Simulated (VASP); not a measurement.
Here is the system:

```
CuZn
1.0
    2.90691     0.00000     0.00000
    0.00000     2.90691     0.00000
    0.00000     0.00000     2.90691
Zn Cu
1 1
Direct
  0.50000   0.50000   0.50000
  0.00000   0.00000   0.00000
```

Calculation: PBEsol GGA, VASP's PBE PAW potentials (set 64) (plane waves; VASP). Numerical set-up: 480 eV cut-off, 12×12×12 Γ-centred mesh, first-order Methfessel-Paxton smearing of 0.10 eV, potentials Zn Cu.

Energy and stress use the plane-wave basis of the starting cell.

**Question.** The ions, cell shape and volume at an external pressure of 10.0 GPa are relaxed. Predict the relaxed structure.

**Answer.** 
```
CuZn
1.0
    2.85341     0.00000     0.00000
    0.00000     2.85341     0.00000
    0.00000     0.00000     2.85341
Zn Cu
1 1
Cartesian
  1.42670   1.42670   1.42670
  0.00000   0.00000   0.00000
```
Space group Pm-3m (221), at a tolerance of 0.03 Å.

**Question.** How do energy and volume change from the first to the last step?

**Answer.** The energy (σ→0) changes by +21.5 meV/atom and the volume by -5.4 %, in 3 ionic steps.

```json
[
 {"step": "1", "E(σ→0) (eV)": "-6.0889", "max force (eV/Å)": "0.000", "pressure (GPa)": "0.91", "volume (Å³)": "24.56"},
 {"step": "2", "E(σ→0) (eV)": "-5.9495", "max force (eV/Å)": "0.000", "pressure (GPa)": "19.52", "volume (Å³)": "22.17"},
 {"step": "3", "E(σ→0) (eV)": "-6.0459", "max force (eV/Å)": "0.000", "pressure (GPa)": "9.95", "volume (Å³)": "23.23"}
]
```

The compound is CuZn in the CsCl type structure. This run relaxes it under an external pressure of 10 GPa. Symmetry was kept, so distortions that lower it aren't found. The electron count is odd and the run is not spin-polarised, which forces a metal.
